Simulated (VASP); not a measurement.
Wanted: the native input for a VASP 6.6.1 run.

```yaml
Task: band structure
Functional: r2SCAN
Dispersion: rVV10
Potentials_or_basis: VASP PAW PBE potentials, release 64 (Sr_sv, Ti_sv, O)
Cutoff: 520 eV
k_mesh: 8 × 8 × 8
Occupations: gaussian, width 0.02 eV
Spin: no spin polarisation
Further_INCAR_settings: ALGO = Normal; EDIFF = 1e-06
```

The structure of SrTiO3 lies in POSCAR:

```
SrTiO3                                  
1.0
    3.9029101995      0.0000000000      0.0000000000
   -0.0000000000      3.9029101995      0.0000000000
    0.0000000000      0.0000000000      3.9029101995
  Sr              Ti              O             
     1     1     3
Direct
     0.0000000000000000    0.0000000000000000    0.0000000000000000
     0.5000000000000000    0.5000000000000000    0.5000000000000000
     0.5000000000000000    0.5000000000000000    0.0000000000000000
     0.0000000000000000    0.5000000000000000    0.5000000000000000
     0.5000000000000000    0.0000000000000000    0.5000000000000000
```

The cell was built by a generator and needn't be a form met in nature.

The input as run:

INCAR

```
SYSTEM = SrTiO3
PREC = Accurate
ENCUT = 520
EDIFF = 1E-6
ISMEAR = 0
SIGMA = 0.02
LREAL = .False.
LASPH = .True.
NELM = 100
ALGO = Normal
ISIF = 2
LWAVE = .False.
LCHARG = .False.
LMAXMIX = 4
METAGGA = R2SCAN
LMIXTAU = .True.
LUSE_VDW = .True.
IVDW_NL = 2
BPARAM = 11.95
CPARAM = 0.0093
```

KPOINTS

```
Automatic mesh
0
Gamma
  8 8 8
  0 0 0
```

KPOINTS_OPT

```
path GXMGRX,MR
10
line-mode
reciprocal
 0.0000000000  0.0000000000  0.0000000000  G
 0.0000000000  0.5000000000  0.0000000000  X

 0.0000000000  0.5000000000  0.0000000000  X
 0.5000000000  0.5000000000  0.0000000000  M

 0.5000000000  0.5000000000  0.0000000000  M
 0.0000000000  0.0000000000  0.0000000000  G

 0.0000000000  0.0000000000  0.0000000000  G
 0.5000000000  0.5000000000  0.5000000000  R

 0.5000000000  0.5000000000  0.5000000000  R
 0.0000000000  0.5000000000  0.0000000000  X

 0.5000000000  0.5000000000  0.0000000000  M
 0.5000000000  0.5000000000  0.5000000000  R
```

Potentials or basis: VASP PAW PBE potentials, release 64 (Sr_sv, Ti_sv, O).

The run is started by

```bash
$ cat potpaw_PBE.64/Sr_sv/POTCAR potpaw_PBE.64/Ti_sv/POTCAR potpaw_PBE.64/O/POTCAR > POTCAR
$ mpirun -np 1 vasp_std > vasp.out
```

Results of the run:

```json
{"Pressure": "0.2 GPa", "Band gap on the k mesh": "2.27 eV, indirect (least direct gap 2.66 eV)", "Band gap along the path": "2.27 eV, indirect (least direct gap 2.66 eV)"}
```

Caveat: the PAW data sets were made with another functional, which shifts forces and pressure a little.

It took 3.8 min on 1 thread of Intel(R) Xeon(R) Platinum 8559C (Emerald Rapids) (shared host), peak memory 0.31 GiB.
